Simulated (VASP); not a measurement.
The input files of a VASP run:

INCAR:
```
EDIFFG=-0.02
SIGMA=0.05
EDIFF=1E-6   ! SCF stop (eV)
IBRION=2   ! conjugate gradients
LCHARG=.False.
LWAVE=.False.
NELM=100
LREAL=.False.
LMAXMIX=4
NSW=40   ! most ionic steps
ALGO=Normal
PREC=Accurate
PSTRESS=450
LASPH=.True.
ISIF=3   ! ions, shape and volume
SYSTEM=GaAs
ENCUT=500   ! plane-wave cut-off (eV)
ISMEAR=0   ! Gaussian
```

**KPOINTS**
```
Automatic
0
Gamma
  9 9 9
0 0 0
```

**POSCAR**
```
GaAs
1.0
  0.0000000000   2.5941157404   2.5941157404
  2.5941157404   0.0000000000   2.5941157404
  2.5941157404   2.5941157404   0.0000000000
Ga As
1 1
Direct
  0.0000000000   0.0000000000   0.0000000000
  0.2500000000   0.2500000000   0.2500000000
```

POTCAR, in this order: Ga_d As (LDA.64 set). Program: vasp_std.

Task: Write an equivalent input for Ansatz.

Result: One equivalent input (not run):
Ansatz 0.2 input:
```yaml
crystal:
  lattice:
    - [0.0000000, 2.5941157, 2.5941157]
    - [2.5941157, 0.0000000, 2.5941157]
    - [2.5941157, 2.5941157, 0.0000000]
  atoms:
    - { symbol: Ga, position: [0.0000000, 0.0000000, 0.0000000] }
    - { symbol: As, position: [0.2500000, 0.2500000, 0.2500000] }
kpoints:
  mp_grid: { grid: [9, 9, 9] }
hamiltonian:
  xc: lda
  pseudopotentials: { kind: paw }
scf:
  occupations: { method: gaussian, width: 0.05 }
  max_iter: 100
relax:
  max_steps: 40
  f_tol: 0.02
  cell: { p_target: 45 }
output: { forces: true, stress: true, eigenvalues: true }
```
What does not carry over: each code has its own PAW files, so the cut-off isn't converted (ENCUT is set for VASP's; basis.ecutwfc is left out, and Ansatz then takes the one that its files recommend); Ansatz stops its SCF on the density residual and VASP on the energy change (EDIFF); Ansatz's lda is the Perdew-Wang form, while the LDA potentials of VASP carry Perdew-Zunger's.

The compound is GaAs in the zinc blende structure. This run relaxes it under an external pressure of 45 GPa. Symmetry was kept, so distortions that lower it aren't found.
